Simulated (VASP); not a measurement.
# Ir(111), as cut: electronic structure

Wanted: what it costs to take an electron out of Ir(111), held as cut.

Main program and level: VASP 6.6.1; LDA; plane waves and PAW (Ir).

## Step 1: Starting point

The cell holds 7 atoms: 7 Ir. Cell: a = 2.715 Å, b = 2.715 Å, c = 31.302 Å, α = 90.0°, β = 90.0°, γ = 60.0°. Vacuum lies along c.

## Step 2: Vacuum level and density of states

A static run writes the electrostatic potential without exchange and correlation (LVHAR), which is flat in the vacuum and gives the level to count from. The dipole correction cancels the field that unlike faces would set up across the vacuum.

The input, INCAR:

```
SYSTEM = Ir
PREC = Normal
ENCUT = 300
EDIFF = 1E-06
NELM = 120
ISMEAR = -1
SIGMA = 0.1
LREAL = .FALSE.
ALGO = Fast
GGA = CA
NBANDS = 50
LASPH = .TRUE.
LORBIT = 11
LWAVE = .FALSE.
LCHARG = .TRUE.
IDIPOL = 3
LDIPOL = .TRUE.
DIPOL = 0.5 0.5 0.5
LVHAR = .TRUE.
LVACPOTAV = .TRUE.
LELF = .TRUE.
NEDOS = 1500
```

The input, POSCAR:

```
Ir
1.0
    2.7152900398      0.0000000000      0.0000000000
    1.3576450199      2.3515101531      0.0000000000
    0.0000000000      0.0000000000     31.3021502021
Ir
7
Direct
    0.0000000000      0.0000000000      0.2875201845
    0.3333333333      0.3333333333      0.3583467896
    0.6666666667      0.6666666667      0.4291733948
    0.0000000000      0.0000000000      0.5000000000
    0.3333333333      0.3333333333      0.5708266052
    0.6666666667      0.6666666667      0.6416532104
    0.0000000000      0.0000000000      0.7124798155
```

The input, KPOINTS:

```
Automatic mesh
0
Gamma
18 18 1
0 0 0
```

The input, KPOINTS_OPT:

```
Line mode
14
Line-mode
Reciprocal
  0.00000000   0.00000000   0.00000000 GAMMA
  0.00000000  -0.50000000   0.00000000 M

  0.00000000  -0.50000000   0.00000000 M
  0.33333333  -0.33333333   0.00000000 K

  0.33333333  -0.33333333   0.00000000 K
  0.00000000   0.00000000   0.00000000 GAMMA
```

The projector-augmented-wave data sets are Ir (LDA family, release 64).

The run is started by

```bash
$ mpirun -np 2 vasp_std
```

The program printed:

```text
[banner, memory and clock lines left out]
running    2 mpi-ranks, on    1 nodes
 distrk:  each k-point on    2 cores,    1 groups
 distr:  one band on    1 cores,    2 groups

 POSCAR found type information on POSCAR Ir
 POSCAR found :  1 types and       7 ions
 LDA part: xc-table for (Slater(with rela. corr.)+CA(PZ))
 , standard interpolation
 POSCAR, INCAR and KPOINTS ok, starting setup
 FFT: planning ... GRIDC
 FFT: planning ... GRID_SOFT
 FFT: planning ... GRID
 WAVECAR not read
 entering main loop
       N       E                     dE             d eps       ncg     rms          rms(c)
DAV:   1     0.480501639941E+03    0.48050E+03   -0.19525E+04  3756   0.740E+02
DAV:   2    -0.486367490648E+02   -0.52914E+03   -0.47621E+03  3842   0.319E+02
DAV:   3    -0.739467675609E+02   -0.25310E+02   -0.24086E+02  4282   0.738E+01
DAV:   4    -0.744600253914E+02   -0.51326E+00   -0.51030E+00  4398   0.108E+01
DAV:   5    -0.744732856064E+02   -0.13260E-01   -0.13253E-01  4334   0.154E+00    0.383E+01
RMM:   6    -0.731308492578E+02    0.13424E+01   -0.56962E+00  4068   0.152E+01    0.243E+01
RMM:   7    -0.188410253978E+03   -0.11528E+03   -0.54649E+01  6299   0.250E+01    0.103E+02
RMM:   8    -0.107978334326E+03    0.80432E+02   -0.63189E+00  4590   0.893E+00    0.620E+01
RMM:   9    -0.122393163025E+03   -0.14415E+02   -0.48811E+00  4459   0.127E+01    0.538E+01
RMM:  10    -0.781915373894E+02    0.44202E+02   -0.76331E+00  4900   0.113E+01    0.170E+01
RMM:  11    -0.702151554672E+02    0.79764E+01   -0.39251E+00  4572   0.815E+00    0.657E+00
RMM:  12    -0.701895188500E+02    0.25637E-01   -0.55847E-01  4209   0.396E+00    0.483E+00
RMM:  13    -0.702022237396E+02   -0.12705E-01   -0.15832E-01  4455   0.163E+00    0.428E+00
RMM:  14    -0.700902559618E+02    0.11197E+00   -0.66683E-02  4290   0.111E+00    0.253E+00
RMM:  15    -0.700949428929E+02   -0.46869E-02   -0.31216E-02  4361   0.689E-01    0.168E+00
RMM:  16    -0.700830931778E+02    0.11850E-01   -0.10528E-02  4360   0.516E-01    0.750E-01
RMM:  17    -0.700772089824E+02    0.58842E-02   -0.39148E-03  4315   0.230E-01    0.448E-01
RMM:  18    -0.700757396336E+02    0.14693E-02   -0.94698E-04  4411   0.152E-01    0.393E-01
RMM:  19    -0.700735234132E+02    0.22162E-02   -0.11139E-03  4370   0.131E-01    0.352E-01
RMM:  20    -0.700734225312E+02    0.10088E-03   -0.18824E-04  4364   0.675E-02    0.299E-01
RMM:  21    -0.700734547193E+02   -0.32188E-04   -0.81541E-05  4211   0.349E-02    0.152E-01
RMM:  22    -0.700729570191E+02    0.49770E-03   -0.79975E-05  4334   0.412E-02    0.747E-02
RMM:  23    -0.700726383236E+02    0.31870E-03   -0.60232E-05  4347   0.245E-02    0.863E-02
RMM:  24    -0.700718339861E+02    0.80434E-03   -0.36208E-05  4445   0.202E-02    0.815E-02
RMM:  25    -0.700711756342E+02    0.65835E-03   -0.45952E-05  4653   0.172E-02    0.836E-02
RMM:  26    -0.700705485729E+02    0.62706E-03   -0.38325E-05  4742   0.162E-02    0.554E-02
RMM:  27    -0.700702220315E+02    0.32654E-03   -0.23093E-05  4347   0.123E-02    0.437E-02
RMM:  28    -0.700700604592E+02    0.16157E-03   -0.12770E-05  4073   0.805E-03    0.389E-02
RMM:  29    -0.700699245988E+02    0.13586E-03   -0.17918E-05  4364   0.108E-02    0.280E-02
RMM:  30    -0.700699097219E+02    0.14877E-04   -0.74696E-05  5318   0.201E-02    0.117E-02
RMM:  31    -0.700699784853E+02   -0.68763E-04   -0.89392E-06  4222   0.852E-03    0.830E-03
RMM:  32    -0.700700279249E+02   -0.49440E-04   -0.26867E-06  3548   0.513E-03    0.341E-03
RMM:  33    -0.700700477901E+02   -0.19865E-04   -0.86288E-07  2944   0.313E-03    0.231E-03
RMM:  34    -0.700700673862E+02   -0.19596E-04   -0.13800E-06  3195   0.308E-03    0.986E-04
RMM:  35    -0.700700679004E+02   -0.51418E-06   -0.13594E-07  2343   0.177E-03
|                                                                             |
|           W    W    AA    RRRRR   N    N  II  N    N   GGGG   !!!           |
|           W    W   A  A   R    R  NN   N  II  NN   N  G    G  !!!           |
|           W    W  A    A  R    R  N N  N  II  N N  N  G       !!!           |
|           W WW W  AAAAAA  RRRRR   N  N N  II  N  N N  G  GGG   !            |
|           WW  WW  A    A  R   R   N   NN  II  N   NN  G    G                |
|           W    W  A    A  R    R  N    N  II  N    N   GGGG   !!!           |
|                                                                             |
|     Did not find any points to average over, which means that no vacuum     |
|     field-free region was found. Please increase the size of  your cell     |
|     in the dimension of the dipole correction to obtain accurate            |
|     workfunction values.                                                    |
|                                                                             |

   1 F= -.70070068E+02 E0= -.69947660E+02  d E =-.244817E+00
 Start KPOINTS_OPT (optional k-point list driver)
k-point batch [1-37\42]
       N       E                     dE             ncg
DAV:   1     0.162982465226E+05   -0.41927E+05     3756
DAV:   2    -0.304801480965E+04   -0.19346E+05     3914
DAV:   3    -0.393483940225E+04   -0.88682E+03     4310
DAV:   4    -0.395287181970E+04   -0.18032E+02     4310
DAV:   5    -0.395340494481E+04   -0.53313E+00     4240
DAV:   6    -0.395342876700E+04   -0.23822E-01     4534
DAV:   7    -0.395342981457E+04   -0.10476E-02     4268
DAV:   8    -0.395342986899E+04   -0.54420E-04     4070
DAV:   9    -0.395342987126E+04   -0.22682E-05     2682
DAV:  10    -0.395342987160E+04   -0.34819E-06     2250
k-point batch [38-42\42]
       N       E                     dE             ncg
DAV:   1     0.602022617980E+05    0.14119E+04      540
DAV:   2     0.575544979759E+05   -0.26478E+04      508
DAV:   3     0.574479455760E+05   -0.10655E+03      582
DAV:   4     0.574460889458E+05   -0.18566E+01      558
DAV:   5     0.574460482145E+05   -0.40731E-01      542
DAV:   6     0.574460464109E+05   -0.18036E-02      620
DAV:   7     0.574460463560E+05   -0.54853E-04      534
DAV:   8     0.574460463533E+05   -0.26969E-05      460
DAV:   9     0.574460463532E+05   -0.12462E-06      284
```

It took 89 s on 2 MPI ranks of Intel Xeon 6975P-C (Granite Rapids), shared host; peak memory 0.4 GiB.

The logs omit lines about the potential files and the build; timing stands in the text.

OUTCAR, selected parts (step 2):

```text
ion  position               nearest neighbor table
   1  0.000  0.000  0.288-   2 2.72   2 2.72   2 2.72
   2  0.333  0.333  0.358-   1 2.72   1 2.72   1 2.72   3 2.72   3 2.72   3 2.72
   3  0.667  0.667  0.429-   2 2.72   4 2.72   2 2.72   4 2.72   4 2.72   2 2.72
   4  0.000  0.000  0.500-   3 2.72   5 2.72   3 2.72   5 2.72   3 2.72   5 2.72
   5  0.333  0.333  0.571-   6 2.72   4 2.72   6 2.72   4 2.72   4 2.72   6 2.72
   6  0.667  0.667  0.642-   7 2.72   7 2.72   7 2.72   5 2.72   5 2.72   5 2.72
   7  0.000  0.000  0.712-   6 2.72   6 2.72   6 2.72

  LATTYP: Found a hexagonal cell.
 ALAT       =     2.7152900398
 C/A-ratio  =    11.5281055590

 Subroutine GETGRP returns: Found 12 space group operations
 (whereof 12 operations were pure point group operations)

The static configuration has the point symmetry D_3d.

 Found     37 irreducible k-points:

   k-points           NKPTS =     37   k-points in BZ     NKDIM =     37   number of bands    NBANDS=     50

   dimension x,y,z NGX =    12 NGY =   12 NGZ =  140
   dimension x,y,z NGXF=    24 NGYF=   24 NGZF=  280

   ENCUT  =  300.0 eV  22.05 Ry    4.70 a.u.   3.83  3.83 44.21*2*pi/ulx,y,z

   NELECT =      63.0000    total number of electrons

 k-points in reciprocal lattice and weights: Automatic mesh
   0.00000000  0.00000000  0.00000000       0.003
   0.05555556  0.00000000  0.00000000       0.019
   0.11111111  0.00000000  0.00000000       0.019
   0.16666667  0.00000000  0.00000000       0.019
   0.22222222  0.00000000  0.00000000       0.019
   0.27777778  0.00000000  0.00000000       0.019
   0.33333333  0.00000000  0.00000000       0.019
   0.38888889  0.00000000  0.00000000       0.019
   0.44444444  0.00000000  0.00000000       0.019
[...]
-0.38888889  0.27777778  0.00000000       0.037
  -0.33333333  0.33333333  0.00000000       0.006

 dipolmoment           0.000000      0.000000     -0.000000 electrons x Angstroem

 average (electrostatic) potential at core
       1 -56.4925       2 -57.0476       3 -57.0246       4 -57.0023       5 -57.0246
       6 -57.0476       7 -56.4925

 E-fermi :   2.1190

 k-point     1 :       0.0000    0.0000    0.0000
  band No.  band energies     occupation
    ...
     35       1.5072      1.99560
     36       1.8619      1.85787
     37       2.1240      0.97474
     38       2.1240      0.97474
     39       2.1427      0.88208
     40       2.6601      0.00889
     41       2.6601      0.00889
     42       2.9512      0.00049
     43       2.9512      0.00049
     44       7.6833      0.00000
    ...

 k-point     2 :       0.0556    0.0000    0.0000
  band No.  band energies     occupation
    ...
     34       1.3797      1.99877
     35       1.5005      1.99589
     36       1.5227      1.99487
     37       1.7684      1.94168
     38       2.1305      0.94234
     39       2.4927      0.04651
     40       2.6673      0.00828
     41       2.9625      0.00043
     42       3.2408      0.00003
     43       3.6650      0.00000
    ...

 k-point     3 :       0.1111    0.0000    0.0000
  band No.  band energies     occupation
    ...
     34       1.1942      1.99981
     35       1.3920      1.99861
     36       1.5578      1.99271
     37       2.1455      0.86792
     38       2.1609      0.79357
     39       2.6862      0.00686
     40       2.9930      0.00032
     41       3.1503      0.00007
     42       4.1371      0.00000
     43       4.7557      0.00000
    ...

  Total       -9.2381405     -9.2381405     -6.6211917      0.0000000     -0.0000000      0.0000000
  in kB      -74.0555977    -74.0555977    -53.0773818      0.0000000     -0.0000000      0.0000000
  external PRESSURE =     -67.0628590 kB  Pullay stress =       0.0000000 kB

  energy-cutoff  :      300.00
  volume of cell :      199.87
      direct lattice vectors                 reciprocal lattice vectors
     2.715290040  0.000000000  0.000000000     0.368284782 -0.212629318  0.000000000
     1.357645020  2.351510153  0.000000000     0.000000000  0.425258636  0.000000000
     0.000000000  0.000000000 31.302150202     0.000000000  0.000000000  0.031946687

 POSITION                                       TOTAL-FORCE (eV/Angst)
 -----------------------------------------------------------------------------------
      0.00000      0.00000      9.00000         0.000000      0.000000      0.760168
      1.35765      0.78384     11.21703        -0.000000     -0.000000     -0.341164
      2.71529      1.56767     13.43405        -0.000000     -0.000000     -0.225885
      0.00000      0.00000     15.65108         0.000000     -0.000000      0.000000
      1.35765      0.78384     17.86810         0.000000     -0.000000      0.225885
      2.71529      1.56767     20.08513         0.000000      0.000000      0.341164
      0.00000      0.00000     22.30215        -0.000000     -0.000000     -0.760168
 -----------------------------------------------------------------------------------
    total drift:                                0.000000      0.000000      0.000000

  FREE ENERGIE OF THE ION-ELECTRON SYSTEM (eV)
  ---------------------------------------------------
  free  energy   TOTEN  =       -70.0700679004 eV

  energy  without entropy=      -69.8252513392  energy(sigma->0) =      -69.94765962

 vacuum level on the upper side and lower side of the slab         7.982         7.982

 total charge
# of ion       s       p       d       tot
------------------------------------------
    1        0.668   0.574   6.906   8.148
    2        0.669   0.725   6.978   8.372
    3        0.677   0.736   6.989   8.402
    4        0.677   0.736   6.996   8.408
    5        0.677   0.736   6.989   8.402
    6        0.669   0.725   6.978   8.372
    7        0.668   0.574   6.906   8.148
--------------------------------------------------
tot          4.704   4.807  48.740  58.252

[... 3 further parts left out ...]
```

This run has no spin polarisation. Its electron count is odd, so without a moment it is a metal by construction.

This step gave:

* electronic cycles: 35
* electrons: 63
* free energy (TOTEN): -70.0701 eV
* energy at zero smearing: -69.9477 eV
* Fermi energy: 2.119 eV
* labelled metallic, from the levels on this mesh: yes
* DOS at the Fermi level: 7.261 states/eV/cell
* dipole moment: 0, 0, 0 e·Å
* vacuum levels: 7.982, 7.982 eV
* work functions of the upper and lower face: 5.863, 5.863 eV

Electronic bands along the path, in eV, zero at the Fermi level; # counts the bands kept, so #1 is VASP's band 2:

| point | #27 | #28 | #29 | #30 | #31 | #32 | #33 | #34 |
| --- | --- | --- | --- | --- | --- | --- | --- | --- |
| Γ | -1.98 | -1.24 | -1.24 | -1.24 | -1.24 | -1.04 | -1.04 | -0.61 |
| 0.54 of the way | -1.69 | -1.44 | -1.43 | -1.22 | -0.92 | -0.87 | -0.68 | -0.48 |
| M | 0.51 | 0.78 | 0.92 | 0.93 | 0.97 | 1.06 | 1.17 | 1.34 |
| 0.54 of the way | -0.51 | -0.27 | 0.06 | 0.15 | 0.33 | 0.52 | 0.65 | 0.98 |
| K | -1.31 | -1.31 | -0.11 | 0.08 | 0.23 | 0.23 | 0.50 | 0.54 |
| 0.54 of the way | -1.77 | -1.51 | -1.34 | -1.17 | -0.80 | -0.67 | -0.48 | -0.10 |
| Γ | -1.98 | -1.24 | -1.24 | -1.24 | -1.24 | -1.04 | -1.04 | -0.61 |

The density of states has structure finer than the step of the table below, so its rows give means over 0.5 eV, whole bins alone (the curve runs from -12.0 to 7.89 eV). Peaks (eV: height): total -6.18: 7.96, -3.58: 12.1, -1.63: 8.91, 0.81: 10.6; Ir s -7.32: 1.51, -3.58: 0.312, 7.24: 1.06; Ir p -3.58: 0.996, 3.34: 0.614, 4.56: 0.642, 7.24: 0.654; Ir d -6.18: 5.97, -3.58: 10.1, -1.63: 7.49, 0.81: 9.81.

Means over bins of 0.082 eV. Density of states against energy, zero at the Fermi level; means over each step; values in states/eV/cell:

| energy (eV) | total | Ir s | Ir p | Ir d |
| --- | --- | --- | --- | --- |
| -11.5 | 1.0e-3 | 8.2e-4 | 0 | 0 |
| -11.0 | 0.0560 | 0.0475 | 0.00101 | 0 |
| -10.5 | 0.209 | 0.173 | 0.00782 | 3.9e-4 |
| -10.0 | 0.381 | 0.302 | 0.0235 | 0.00433 |
| -9.5 | 0.519 | 0.389 | 0.0454 | 0.0155 |
| -9.0 | 0.714 | 0.500 | 0.0774 | 0.0426 |
| -8.5 | 0.994 | 0.617 | 0.116 | 0.138 |
| -8.0 | 2.24 | 0.999 | 0.196 | 0.819 |
| -7.5 | 4.68 | 1.40 | 0.330 | 2.51 |
| -7.0 | 6.77 | 1.31 | 0.432 | 4.45 |
| -6.5 | 7.63 | 0.961 | 0.486 | 5.59 |
| -6.0 | 7.38 | 0.611 | 0.565 | 5.62 |
| -5.5 | 6.02 | 0.193 | 0.547 | 4.82 |
| -5.0 | 7.68 | 0.167 | 0.708 | 6.20 |
| -4.5 | 7.80 | 0.205 | 0.688 | 6.34 |
| -4.0 | 9.38 | 0.272 | 0.853 | 7.64 |
| -3.5 | 11.6 | 0.282 | 0.943 | 9.64 |
| -3.0 | 9.90 | 0.227 | 0.791 | 8.21 |
| -2.5 | 7.83 | 0.187 | 0.713 | 6.33 |
| -2.0 | 7.48 | 0.143 | 0.606 | 6.15 |
| -1.5 | 8.21 | 0.144 | 0.496 | 6.96 |
| -1.0 | 7.47 | 0.119 | 0.449 | 6.34 |
| -0.5 | 7.54 | 0.0982 | 0.378 | 6.56 |
| 0.0 | 7.54 | 0.0941 | 0.298 | 6.70 |
| 0.5 | 9.22 | 0.108 | 0.261 | 8.42 |
| 1.0 | 8.30 | 0.121 | 0.242 | 7.59 |
| 1.5 | 3.21 | 0.117 | 0.255 | 2.65 |
| 2.0 | 2.18 | 0.164 | 0.338 | 1.49 |
| 2.5 | 1.94 | 0.163 | 0.416 | 1.14 |
| 3.0 | 2.02 | 0.198 | 0.477 | 1.15 |
| 3.5 | 2.01 | 0.215 | 0.510 | 1.03 |
| 4.0 | 2.00 | 0.251 | 0.549 | 0.944 |
| 4.5 | 2.02 | 0.266 | 0.607 | 0.859 |
| 5.0 | 1.70 | 0.270 | 0.500 | 0.664 |
| 5.5 | 1.76 | 0.283 | 0.493 | 0.554 |
| 6.0 | 2.22 | 0.354 | 0.524 | 0.548 |
| 6.5 | 2.20 | 0.459 | 0.322 | 0.425 |
| 7.0 | 3.78 | 0.994 | 0.542 | 0.843 |
| 7.5 | 3.35 | 0.787 | 0.532 | 0.694 |

The planar average of the electrostatic potential oscillates, so the rows of the table below give means over windows of 2.24 Å about each position, cut where the curve ends. Its maxima inside the range that stand out by 2 % of the span (Å: eV): 10.1: -1.46, 12.3: -1.71, 14.5: -1.70, 16.8: -1.70, 19.0: -1.71, 21.2: -1.46. Its minima: 9.1: -18.0, 11.2: -18.5, 13.4: -18.5, 15.7: -18.6, 17.9: -18.5, 20.1: -18.5, 22.2: -18.0.

Zero at the Fermi level. The planar average of the electrostatic potential by height; means over each step:

| height (Å) | planar average of the electrostatic potential (eV) |
| --- | --- |
| 1.12 | 5.87 |
| 3.36 | 5.87 |
| 5.60 | 5.84 |
| 7.84 | -1.71 |
| 10.08 | -10.1 |
| 12.32 | -10.4 |
| 14.56 | -10.4 |
| 16.80 | -10.4 |
| 19.04 | -10.4 |
| 21.28 | -10.1 |
| 23.52 | -1.11 |
| 25.76 | 5.84 |
| 28.00 | 5.87 |
| 30.24 | 5.87 |

Density of states in the PAW spheres, an atom over height of the layer and energy from the Fermi level.

Ten even steps from '_' (0.16 states/eV) to '@' (1.71 states/eV), each cell a mean:
```
####**++**####
##++======++##
##==========##
##++--++--++##
**==========**
##==**++**==##
**==++==++==**
##++==++==++##
@@==========@@
@@####**####@@
%%%%@@@@@@%%%%
**##%%%%%%##**
==**********==
==++******++==
==++++++++++==
--==========--
==++======++==
==##++==++##==
::****++****::
..++******++..
__--======--__
__..::::::..__
```
Columns: height of the layer (Å) from 9 to 22.3; rows upwards: energy from the Fermi level (eV) from -7.9 to 0.5.

Force by atom:

| atom | x (eV/Å) | y (eV/Å) | z (eV/Å) | size |
| --- | --- | --- | --- | --- |
| Ir1 | 0.000 | 0.000 | 0.760 | 0.760 |
| Ir2 | 0.000 | 0.000 | -0.341 | 0.341 |
| Ir3 | 0.000 | 0.000 | -0.226 | 0.226 |
| Ir4 | 0.000 | 0.000 | 0.000 | 0.000 |
| Ir5 | 0.000 | 0.000 | 0.226 | 0.226 |
| Ir6 | 0.000 | 0.000 | 0.341 | 0.341 |
| Ir7 | 0.000 | 0.000 | -0.760 | 0.760 |

ELF in the ca plane at fractional y = 0.000, with atoms of Ir within 0.2 Å of it. It is the smooth field of the valence electrons, not physical close to the nuclei.

Values, 5 rows by 16 columns, each cell a mean:
```
0.29 0.23 0.32 0.30 0.06 0.28 0.32 0.24 0.28 0.31 0.22 0.10 0.21 0.06 0.04 0.00
0.32 0.33 0.32 0.32 0.30 0.32 0.32 0.33 0.32 0.32 0.31 0.32 0.23 0.06 0.06 0.00
0.28 0.35 0.28 0.31 0.36 0.30 0.29 0.34 0.30 0.31 0.31 0.38 0.25 0.06 0.01 0.00
0.32 0.29 0.33 0.33 0.20 0.32 0.33 0.30 0.32 0.32 0.29 0.23 0.22 0.06 0.00 0.00
0.27 0.20 0.32 0.27 0.07 0.24 0.32 0.21 0.25 0.30 0.18 0.06 0.21 0.06 0.01 0.00
```
Columns run along c (16.0 Å, from fractional 0.36 to 0.87 of the cell), rows up along a (2.7 Å). Atoms in or near the plane, at fractional coordinates: Ir at (0.50, 0.00), Ir at (0.71, 0.00).

Valence density in the ca plane at fractional y = 0.000, with atoms of Ir within 0.2 Å of it. It is the smooth field of the valence electrons, not physical close to the nuclei.

Ten even steps from '0' (0.0 e/Å³) to '9' (2.5 e/Å³), each cell a mean:
```
11000111113787421111100111113688620000000000
21111121112455311122111122112455410000000000
32111232111232111233211233211233200000000000
43212343211111111343211344211111100000000000
33212333211122111333211233211122100000000000
22111222112344211222111222111344310000000000
11101111113676421111100111112577520000000000
11000111114798521111000111113699620000000000
```
Columns run along c (16.0 Å, from fractional 0.36 to 0.87 of the cell), rows up along a (2.7 Å). Atoms in or near the plane, at fractional coordinates: Ir at (0.50, 0.00), Ir at (0.71, 0.00).

[end of part 1 of 2]

[Lines on the potential files, build, host, timing and source positions are cut from VASP's logs without a mark.]

[Logs are printed without paths, hosts, clocks, repeated set-up lines and the standing remarks that a program may print on its own settings, such as how far it seeks lower states.]

[Hosts, paths, dates, database ids (printed as entryN), source tags and the programs' standing remarks are cut or masked in the printed files.]

[In band tables of VASP the shares of atoms and orbitals are scaled to a sum of 1 inside the atoms' spheres.]

[Runs that stopped without an error message from VASP are left out.]
